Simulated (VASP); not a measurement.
Computed with PBE GGA, VASP's PBE PAW potentials (set 64) (plane waves; VASP).

VASP ran on this input.

POSCAR:
```
GaSb
1
    0.0000000000     3.1096801953     3.1096801953
    3.1096801953     0.0000000000     3.1096801953
    3.1096801953     3.1096801953     0.0000000000
Ga Sb
1 1
Direct
  0.0000000000   0.0000000000   0.0000000000
  0.2500000000   0.2500000000   0.2500000000
```

KPOINTS:
```
Automatic mesh
0
Gamma
11 11 11
0 0 0
```

**INCAR**
```
# general
SYSTEM   =  GaSb
PREC     =  Accurate
ENCUT    =  520
LREAL    =  .False.
LASPH    =  .True.   # aspherical one-centre terms

# electronic loop
EDIFF    =  1E-7   # SCF stop (eV)
NELM     =  100   # most electronic steps
ALGO     =  Normal   # blocked Davidson
LMAXMIX  =  4   # l cut-off of mixed one-centre charges

# smearing
ISMEAR   =  -5

# functional
GGA      =  PE   # PBE

# ions
ISIF     =  2   # forces and stress, cell fixed

# output
LWAVE    =  .False.
LCHARG   =  .True.
LORBIT   =  11
NEDOS    =  601   # DOS grid
```

POTCAR, in this order: Ga_d Sb (PBE.64 set). Program: vasp_std.

The resulting files:

**OUTCAR**
```
 ion  position               nearest neighbor table
   1  0.000  0.000  0.000-   2 2.69   2 2.69   2 2.69   2 2.69
   2  0.250  0.250  0.250-   1 2.69   1 2.69   1 2.69   1 2.69
  LATTYP: Found a face centered cubic cell.
 ALAT       =     6.2193603906
 Subroutine PRICEL returns:
 Original cell was already a primitive cell.
 Subroutine GETGRP returns: Found 24 space group operations
The static configuration has the point symmetry T_d .
The dynamic configuration has the point symmetry T_d .
 Subroutine INISYM returns: Found 24 space group operations
 Subroutine IBZKPT returns following result:
 Found     56 irreducible k-points:

 Following reciprocal coordinates:
            Coordinates               Weight
  0.000000  0.000000  0.000000      1.000000
  0.090909  0.000000  0.000000      8.000000
  0.181818  0.000000  0.000000      8.000000
  0.272727  0.000000  0.000000      8.000000
  0.363636  0.000000  0.000000      8.000000
  0.454545  0.000000  0.000000      8.000000
  0.090909  0.090909  0.000000      6.000000
  0.181818  0.090909  0.000000     24.000000
  0.272727  0.090909  0.000000     24.000000
  0.363636  0.090909  0.000000     24.000000
  0.454545  0.090909  0.000000     24.000000
 -0.454545  0.090909  0.000000     24.000000
 -0.363636  0.090909  0.000000     24.000000
 -0.272727  0.090909  0.000000     24.000000
 -0.181818  0.090909  0.000000     24.000000
 -0.090909  0.090909  0.000000     12.000000
  0.181818  0.181818  0.000000      6.000000
  0.272727  0.181818  0.000000     24.000000
  0.363636  0.181818  0.000000     24.000000
  0.454545  0.181818  0.000000     24.000000
 -0.454545  0.181818  0.000000     24.000000
 -0.363636  0.181818  0.000000     24.000000
 -0.272727  0.181818  0.000000     24.000000
 -0.181818  0.181818  0.000000     12.000000
...
```

### OSZICAR
```
       N       E                     dE             d eps       ncg     rms          rms(c)
DAV:   1     0.780973148293E+02    0.78097E+02   -0.87709E+03  1464   0.166E+03
DAV:   2    -0.162477261806E+01   -0.79722E+02   -0.77685E+02  1581   0.309E+02
DAV:   3    -0.731515343837E+01   -0.56904E+01   -0.56578E+01  1821   0.728E+01
DAV:   4    -0.741677557297E+01   -0.10162E+00   -0.10158E+00  1655   0.108E+01
DAV:   5    -0.741974697031E+01   -0.29714E-02   -0.29713E-02  1892   0.164E+00    0.300E+00
DAV:   6    -0.738135064516E+01    0.38396E-01   -0.71018E-02  2039   0.462E+00    0.179E+00
DAV:   7    -0.737099224076E+01    0.10358E-01   -0.38290E-02  1671   0.184E+00    0.336E-01
DAV:   8    -0.737191738629E+01   -0.92515E-03   -0.46571E-03  1792   0.937E-01    0.664E-02
DAV:   9    -0.737239155645E+01   -0.47417E-03   -0.69317E-04  1617   0.237E-01    0.320E-02
DAV:  10    -0.737244787038E+01   -0.56314E-04   -0.67557E-05  1741   0.557E-02    0.975E-03
DAV:  11    -0.737246340147E+01   -0.15531E-04   -0.27001E-05  1566   0.473E-02    0.350E-03
DAV:  12    -0.737246453642E+01   -0.11350E-05   -0.17572E-06  1696   0.103E-02    0.939E-04
DAV:  13    -0.737246437703E+01    0.15939E-06   -0.65928E-08  1168   0.206E-03    0.159E-04
DAV:  14    -0.737246442411E+01   -0.47080E-07   -0.22974E-08   958   0.123E-03
   1 F= -.73724644E+01 E0= -.73724644E+01  d E =0.000000E+00
```

File OUTCAR:
```
------------------------ aborting loop because EDIFF is reached ----------------------------------------
  FORCE on cell =-STRESS in cart. coord.  units (eV):
  Direction    XX          YY          ZZ          XY          YZ          ZX
  --------------------------------------------------------------------------------------
  Total       -0.0195447     -0.0195447     -0.0195447      0.0000000      0.0000000     -0.0000000
  in kB       -0.5206695     -0.5206695     -0.5206695      0.0000000      0.0000000     -0.0000000
  external PRESSURE =      -0.5206695 kB  Pullay stress =       0.0000000 kB
  volume of cell :       60.14
      direct lattice vectors                 reciprocal lattice vectors
     0.000000000  3.109680195  3.109680195    -0.160788238  0.160788238  0.160788238
     3.109680195  0.000000000  3.109680195     0.160788238 -0.160788238  0.160788238
     3.109680195  3.109680195  0.000000000     0.160788238  0.160788238 -0.160788238
  FREE ENERGIE OF THE ION-ELECTRON SYSTEM (eV)
  ---------------------------------------------------
  free  energy   TOTEN  =        -7.3724644241 eV

  energy  without entropy=       -7.3724644241  energy(sigma->0) =       -7.37246442

 total charge

# of ion       s       p       d       tot
------------------------------------------
    1        0.912   0.719   9.957  11.589
    2        1.135   1.309   0.025   2.469
--------------------------------------------------
tot          2.047   2.028   9.982  14.058
```
(Selected blocks of OUTCAR.)

For a metal the tetrahedron method with Blöchl corrections gives inexact stress and forces.

The compound is GaSb in the zinc blende structure. It was relaxed first, which changed the volume by +6 %.
